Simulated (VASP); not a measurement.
Given:

```
CELL_PARAMETERS angstrom
      0.00000     2.74000     2.74000
      2.74000     0.00000     2.74000
      2.74000     2.74000     0.00000
ATOMIC_POSITIONS crystal
  Yb 0.00000 0.00000 0.00000
```

These are vdW-DF2, VASP's PBE PAW potentials (set 64) (plane waves; VASP) values and carry that method's errors. Numerical set-up: 520 eV cut-off, 10×10×10 Γ-centred mesh, first-order Methfessel-Paxton smearing of 0.10 eV, potentials Yb_2.

The 4f electrons are frozen in the core of the lanthanide potential, so 4f levels, which can set the real gap, and their magnetism are missing.

Q: The ions, cell shape and volume are relaxed. Which structure does the run end with?

A: 
```
CELL_PARAMETERS angstrom
      0.00000     2.72775     2.72775
      2.72775     0.00000     2.72775
      2.72775     2.72775     0.00000
ATOMIC_POSITIONS crystal
  Yb 0.00000 0.00000 0.00000
```
Space group Fm-3m (225), at a tolerance of 0.03 Å.

Q: How do energy and volume change from the first to the last step?

A: The energy (σ→0) changes by -0.4 meV/atom and the volume by -1.3 %, in 5 ionic steps.

```json
[
 {"step": "1", "E(σ→0) (eV)": "1.2318", "max force (eV/Å)": "0.000", "pressure (GPa)": "-0.20", "volume (Å³)": "41.14"},
 {"step": "2", "E(σ→0) (eV)": "1.2315", "max force (eV/Å)": "0.000", "pressure (GPa)": "-0.09", "volume (Å³)": "40.84"},
 {"step": "3", "E(σ→0) (eV)": "1.2315", "max force (eV/Å)": "0.000", "pressure (GPa)": "-0.04", "volume (Å³)": "40.71"},
 {"step": "4", "E(σ→0) (eV)": "1.2315", "max force (eV/Å)": "0.000", "pressure (GPa)": "0.05", "volume (Å³)": "40.45"},
 {"step": "5", "E(σ→0) (eV)": "1.2315", "max force (eV/Å)": "0.000", "pressure (GPa)": "-0.01", "volume (Å³)": "40.59"}
]
```

The compound is Yb in the fcc structure. This run relaxes it. Symmetry was kept, so distortions that lower it aren't found.
